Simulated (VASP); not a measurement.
```yaml
crystal:
  lattice:
    - [4.18000, 2.09000, 2.09000]
    - [2.09000, 4.18000, 2.09000]
    - [2.09000, 2.09000, 4.18000]
  atoms:
    - { symbol: Ni, position: [0.00000, 0.00000, 0.00000], spin: 2.0 }
    - { symbol: Ni, position: [0.50000, 0.50000, 0.50000], spin: -2.0 }
    - { symbol: O, position: [0.25000, 0.25000, 0.25000] }
    - { symbol: O, position: [0.75000, 0.75000, 0.75000] }
```

These are PBE GGA, VASP's PBE PAW potentials (set 64) (plane waves; VASP) values and carry that method's errors. Settings: 520 eV cut-off, 8×8×8 Γ-centred mesh, Fermi-Dirac smearing of 0.20 eV, potentials Ni O.

Predict the cell moment, energy per atom (σ→0), pressure.

cell moment: 0.00 μB
energy per atom (σ→0): -5861 meV/atom
pressure: 1.93 GPa

Give the moment on each site (PAW-sphere projection).

```tsv
site	moment (μB)
Ni1	1.33
Ni2	-1.33
O3	0.00
O4	0.00
```

The absolute energy has meaning only against runs of the same code, potentials and settings.

The compound is NiO in the rock salt, AFM-II order structure. The cell was not relaxed at this level. The run is one of a series of settings (ISMEAR = -1, SIGMA = 0.2 against the base run), some of them coarse on purpose.
